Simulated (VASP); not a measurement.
Runs of VASP 6.6.1 on KCaF3. All rows change the cell; the cell of one of them follows. It takes space group P4/mmm (No. 123, tetragonal). The conventional cell has a = 4.549 Å, b = 4.549 Å, c = 4.482 Å, α = 90.00°, β = 90.00°, γ = 90.00°. K (site symmetry 4/mmm) is surrounded by 12 F at 3.19 to 3.22 Å. Around Ca (site symmetry 4/mmm) lie 6 F at 2.24 to 2.27 Å. F (site symmetry mmm) is surrounded by 2 Ca at 2.27 Å. F (site symmetry 4/mmm) is surrounded by 2 Ca at 2.24 Å. The cell comes from a database or a generator and needn't be the stable form of this composition.

| cell | further INCAR settings | gap on the mesh (eV) | pressure (GPa) |
| --- | --- | --- | --- |
| strain +0.015 along x and y, +0.000 along z, atoms carried along | ALGO = Fast; EDIFF = 1e-07; NBANDS = 28 | 5.69 | -6.1 |
| strain +0.030 along x and y, -0.015 along z, atoms carried along | ALGO = Fast; EDIFF = 1e-06; NBANDS = 28 | (b) | -6.4 |
| strain +0.000 along x and y, +0.015 along z, atoms carried along | ALGO = Fast; EDIFF = 1e-07; NBANDS = 28 | 5.75 | -5.6 |
| strain +0.000 along x and y, -0.015 along z, atoms carried along | ALGO = Fast; EDIFF = 1e-07; NBANDS = 28 | (a) | (c) |

Alike in all rows: task single point; level LDA; potentials or basis VASP PAW LDA potentials, release 64 (K_sv, Ca_sv, F); no spin polarisation; k mesh 6 × 6 × 6; cutoff (eV) 520; smearing gaussian 0.05 eV.

Question: Estimate the missing entries.

Answer: (a) 5.88; (b) 5.61; (c) -4.5.

A k mesh can miss the band edges.
